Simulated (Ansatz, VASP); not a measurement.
# Cross-check of CrTeS (2H-CrSTe monolayer) between VASP and Ansatz, part 2 of 2

One calculation is typed for both programs; each brings its own data sets. How far apart do they land? Of the first pair: The structure shown is the start of the Ansatz relaxation below; VASP solves that cell, so the two are compared at the walk's first step.

VASP 6.6.1 and Ansatz 0.2.0.

So far: Set-up; Ansatz: relaxation, PBE with D3(BJ); VASP: single point, PBE with D3(BJ), start cell, pair 1.

**4. Comparison**

Known differences besides the potentials themselves: Ansatz cuts the interaction across the vacuum, VASP repeats the sheet with a dipole correction; the data sets hold 36 valence electrons in Ansatz (on its PAW soft_1 files) and 24 in VASP; the cutoff is 420 eV in Ansatz and 400 eV in VASP. Total energies have different zeros and are not compared.

Forces (eV/Å; atoms numbered as in POSCAR):

| atom | Ansatz x, y, z | VASP x, y, z |
| --- | --- | --- |
| Te1 | 0.000, 0.000, 0.117 | 0.000, 0.000, 0.125 |
| Cr2 | 0.000, 0.000, -0.377 | 0.000, 0.000, -0.375 |
| S3 | 0.000, 0.000, 0.260 | 0.000, 0.000, 0.250 |

The forces differ by 4.6 meV/Å r.m.s., which is 2.9 % of the r.m.s. force of 0.156 eV/Å (both taken over all components). With vacuum in the cell, a pressure given here is an average over mostly empty space and none of the material.

**5. Ansatz: relaxation, PBE with D3(BJ)**

This run makes the geometry at which the two programs are then compared.

The structure compared here is the end of the Ansatz relaxation.

input.yaml

```yaml
crystal:
  lattice:
    - [3.365, 0.0, 0.0]
    - [-1.6825, 2.9141754837, 0.0]
    - [0.0, 0.0, 37.1736110956]
  atoms:
    - { symbol: Te, position: [0.3333333333, 0.6666666667, 0.4586586962] }
    - { symbol: Cr, position: [0.0, 0.0, 0.507180115] }
    - { symbol: S, position: [0.3333333333, 0.6666666667, 0.5413413038] }
  periodic: [true, true, false]
kpoints:
  mp_grid: { grid: [12, 12, 1] }
hamiltonian:
  xc: pbe
  dispersion: d3bj
  pseudopotentials: { kind: paw, azcp: { folder: soft_1 } }
scf:
  occupations: { method: fermi_dirac, width: 0.05 }
  convergence: { dr2_threshold: 1.0e-09 }
relax:
  f_tol: 0.004
  max_steps: 90
  cell: {}
output:
  write_potential: true
  write_density: true
  volumetric_format: npy
```

On the command line:

```sh
> ansatz run input.yaml --threads 2 --pin off --max-ram 3072MiB --backend cpu --events-out ev --progress --plain --runs-dir out
```

Numbers of over 12 decimals in the logs are rounded to 6 here.

What it wrote:

```text
[...]
Crystal: 3 atoms, lattice volume = 364.532 Å³
Basis set: ecut = 420 eV, 7193 PW (Γ), exchange–correlation on 48×48×500 points (8 copies of the dense FFT grid, shifted against one another)
Bands: 22, of which v1, the nominal top of the filled ones, is band 18 counted from 1 (17 counted from 0)
Symmetry: 6 space group operations
[...]
the weakly bound empty levels are not read free of the cell's end (no_gap_told)
--- Relaxed structure (6 steps of the walk, 5 accepted, 1 SCFs on fresh bases) ---
[...]
cell:  # Å, volume = 337.1094 Å³
    - [3.235957, 0, 0]
    - [-1.617978, 2.802421, 0]
    - [0, 0, 37.1736110956]
  atoms:
    - { symbol: Te, position: [0.333333, 0.666667, 0.457528] }
[...]
- { symbol: S, position: [0.333333, 0.666667, 0.543143] }
[key lines of the parts left out:]
SCF converged after 7 iterations
Free energy (F): -11261.701839 eV
Fermi energy:    -4.775775 eV
P = ½ c Tr σ = 0.0068 N/m
```

**6. VASP: single point, PBE with D3(BJ), relaxed cell, pair 2**

The same cell, functional, mesh and smearing now go to VASP, with its own data sets.

INCAR

```
SYSTEM = CrTeS
PREC = Accurate
ENCUT = 400
EDIFF = 1E-06
NELM = 120
ISMEAR = -1
SIGMA = 0.05
LREAL = .FALSE.
ALGO = Normal
GGA = PE
IVDW = 12
NBANDS = 18
LASPH = .TRUE.
LORBIT = 11
LWAVE = .FALSE.
LCHARG = .FALSE.
ISIF = 2
LDIPOL = .TRUE.
IDIPOL = 3
DIPOL = 0.5 0.5 0.502
LVHAR = .TRUE.
GGA_COMPAT = .FALSE.
EFERMI = MIDGAP
NELMDL = -8
```

POSCAR

```
CrTeS
1.0
    3.2359568504      0.0000000000      0.0000000000
   -1.6179784252      2.8024208380      0.0000000000
    0.0000000000      0.0000000000     37.1736110956
Te Cr S
1 1 1
Direct
    0.3333333333      0.6666666667      0.4575278025
    1.0000000000      0.0000000000      0.5065089372
    0.3333333333      0.6666666667      0.5431433753
```

KPOINTS

```
Automatic mesh
0
Gamma
12 12 1
0 0 0
```

Potentials, in the order of the species: Te, Cr_pv and S (PBE family, release 64).

On the command line:

```sh
> mpirun -np 1 vasp_std
```

What it wrote:

```text
[... set-up lines as in an earlier step ...]
 entering main loop
       N       E                     dE             d eps       ncg     rms          rms(c)
DAV:   1     0.130047028177E+03    0.13005E+03   -0.96053E+03   908   0.776E+02
DAV:   2    -0.903315111990E+01   -0.13908E+03   -0.13621E+03   942   0.216E+02
DAV:   3    -0.199805536197E+02   -0.10947E+02   -0.10893E+02   892   0.587E+01
DAV:   4    -0.202668853043E+02   -0.28633E+00   -0.28615E+00   950   0.102E+01
[...]
DAV:  27    -0.176788241416E+02   -0.34216E-05   -0.66497E-08   536   0.856E-04    0.610E-04
DAV:  28    -0.176788269981E+02   -0.28566E-05   -0.64516E-08   516   0.738E-04    0.347E-04
DAV:  29    -0.176788277103E+02   -0.71218E-06   -0.10513E-08   438   0.419E-04
   1 F= -.18626549E+02 E0= -.18626023E+02  d E =-.105296E-02
```

Parts of OUTCAR (step 6):

```text
 Edisp (eV)   -0.94772

  Total      -0.17159    -0.17159    -0.16460     0.00000     0.00000     0.00000
  in kB      -0.81549    -0.81549    -0.78231     0.00000     0.00000     0.00000
  external pressure =       -0.80 kB  Pullay stress =        0.00 kB

 POSITION                                       TOTAL-FORCE (eV/Angst)
 -----------------------------------------------------------------------------------
     -0.00000      1.86828     17.00796        -0.000000     -0.000000      0.006660
      0.00000      0.00000     18.82877         0.000000     -0.000000      0.010497
     -0.00000      1.86828     20.19060         0.000000      0.000000     -0.017156
 -----------------------------------------------------------------------------------
    total drift:                                0.000001      0.000000      0.000581

  FREE ENERGIE OF THE ION-ELECTRON SYSTEM (eV)
  ---------------------------------------------------
  free  energy   TOTEN  =       -18.6265494622 eV

  energy  without entropy=      -18.6254964986  energy(sigma->0) =      -18.62602298

[... 1 part as in an earlier step ...]

[... 2 further parts left out ...]
[key lines of the parts left out:]
E-fermi :  -2.5798
```

**7. Side by side**

What differs besides the data sets and the points named for the pairs above, as far as they apply: the data sets hold 36 valence electrons in Ansatz (on its PAW soft_1 files) and 24 in VASP. Total energies have different zeros and are not compared.

Compared:

| quantity | Ansatz | VASP | difference |
| --- | --- | --- | --- |
| gap on the k mesh (eV) | 0.355 | 0.357 | -0.002 |

At this near-relaxed geometry the largest component of a force difference is 18 meV/Å. A gap on the mesh is an upper bound, since the band edges may lie between its points. With vacuum in the cell, a pressure given here is an average over mostly empty space and none of the material.

**8. What came out**

| Item | Value |
| --- | --- |
| r.m.s. force difference (single point, PBE with D3(BJ), start cell, pair 1) | 4.6 meV/Å |
| difference in gap on the k mesh (single point, PBE with D3(BJ), relaxed cell, pair 2) | -0.0021 eV |
| r.m.s. force difference (single point, PBE with D3(BJ), relaxed cell, pair 2) | 7.3 meV/Å |

What this shows: The r.m.s. force difference is 7.3 meV/Å (single point, PBE with D3(BJ), relaxed cell, pair 2), within the 12 meV/Å picked in this series as the mark of a large difference. The data sets hold unlike numbers of valence electrons (36 in Ansatz and 24 in VASP), so part of the differences comes from the potentials. How closely two codes agree says nothing of how well the functional describes the real material.

[Lines on the potential files, build, host, timing and source positions are cut from VASP's logs without a mark.]

[Logs are printed without paths, hosts, clocks, repeated set-up lines and the standing remarks that a program may print on its own settings, such as how far it seeks lower states.]

[Hosts, paths, dates, database ids (printed as entryN), source tags and the programs' standing remarks are cut or masked in the printed files.]
